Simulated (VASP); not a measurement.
Computed with PBEsol GGA, VASP's PBE PAW potentials (set 64) (plane waves; VASP).

Gaps are without spin-orbit coupling.

**Question.** Order these relaxed crystals by band gap, smallest first: MgO, P6_3/mmc (194); C, Fd-3m (227); BaTe, Fm-3m (225); Rb2PdSe2, Immm (71).

**Answer.** Rb2PdSe2, Immm (71) (0.86 eV), BaTe, Fm-3m (225) (1.40 eV), MgO, P6_3/mmc (194) (3.28 eV), C, Fd-3m (227) (4.03 eV)
